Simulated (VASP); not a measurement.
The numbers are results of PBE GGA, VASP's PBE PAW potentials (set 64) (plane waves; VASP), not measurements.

A VASP calculation is set up with these files.

**INCAR**
```
LASPH = .True.
ISIF = 2   ! forces and stress, cell fixed
ENCUT = 400
ALGO = Normal
LREAL = .False.
SYSTEM = V
GGA = PE   ! PBE
ISMEAR = 1
LCHARG = .False.
NELM = 100   ! most electronic steps
LWAVE = .False.
SIGMA = 0.1   ! width (eV)
EDIFF = 1E-6   ! SCF stop (eV)
PREC = Accurate
LMAXMIX = 4
```

**POSCAR**
```
V
1
   -1.5453000000     1.5453000000     1.5453000000
    1.5453000000    -1.5453000000     1.5453000000
    1.5453000000     1.5453000000    -1.5453000000
V
1
Direct
  0.0000000000   0.0000000000   0.0000000000
```

**KPOINTS**
```
Automatic mesh
0
Gamma
15 15 15
0 0 0
```

POTCAR, in this order: V_sv (PBE.64 set). Program: vasp_std.

Output of the run:

File OSZICAR:
```
       N       E                     dE             d eps       ncg     rms          rms(c)
DAV:   1     0.718399089758E+02    0.71840E+02   -0.64186E+03  2402   0.117E+03
DAV:   2    -0.925617489705E+01   -0.81096E+02   -0.79521E+02  2488   0.330E+02
DAV:   3    -0.104817428582E+02   -0.12256E+01   -0.12092E+01  2566   0.477E+01
DAV:   4    -0.104896470414E+02   -0.79042E-02   -0.78898E-02  2450   0.388E+00
DAV:   5    -0.104897206433E+02   -0.73602E-04   -0.73602E-04  2508   0.384E-01    0.162E+01
DAV:   6    -0.896003852153E+01    0.15297E+01   -0.68894E+00  2410   0.377E+01    0.137E+00
DAV:   7    -0.894090442261E+01    0.19134E-01   -0.37245E-02  2420   0.323E+00    0.800E-01
DAV:   8    -0.893155156417E+01    0.93529E-02   -0.71505E-03  2442   0.132E+00    0.808E-02
DAV:   9    -0.893157489681E+01   -0.23333E-04   -0.32608E-04  2406   0.265E-01    0.387E-02
DAV:  10    -0.893157535730E+01   -0.46049E-06   -0.32277E-05  2436   0.841E-02    0.632E-03
DAV:  11    -0.893157519781E+01    0.15949E-06   -0.13703E-06  1852   0.175E-02
   1 F= -.89315752E+01 E0= -.89315428E+01  d E =-.970631E-04
```

OUTCAR:
```
------------------------ aborting loop because EDIFF is reached ----------------------------------------
  FORCE on cell =-STRESS in cart. coord.  units (eV):
  Direction    XX          YY          ZZ          XY          YZ          ZX
  --------------------------------------------------------------------------------------
  Total       -1.4273255     -1.4273255     -1.4273255     -0.0000000     -0.0000000      0.0000000
  in kB     -154.9298906   -154.9298906   -154.9298906     -0.0000000     -0.0000000      0.0000000
  external PRESSURE =    -154.9298906 kB  Pullay stress =       0.0000000 kB
  volume of cell :       14.76
      direct lattice vectors                 reciprocal lattice vectors
    -1.545300000  1.545300000  1.545300000     0.000000000  0.323561768  0.323561768
     1.545300000 -1.545300000  1.545300000     0.323561768  0.000000000  0.323561768
     1.545300000  1.545300000 -1.545300000     0.323561768  0.323561768  0.000000000
 POSITION                                       TOTAL-FORCE (eV/Angst)
 -----------------------------------------------------------------------------------
      0.00000      0.00000      0.00000         0.000000     -0.000000     -0.000000
 -----------------------------------------------------------------------------------
    total drift:                                0.000000      0.000000      0.000000
  FREE ENERGIE OF THE ION-ELECTRON SYSTEM (eV)
  ---------------------------------------------------
  free  energy   TOTEN  =        -8.9315751978 eV

  energy  without entropy=       -8.9314781347  energy(sigma->0) =       -8.93154284
```
(Selected blocks of OUTCAR.)

The compound is V in the bcc structure. The cell was not relaxed at this level. The run is not spin-polarised, so no magnetic state was tried.
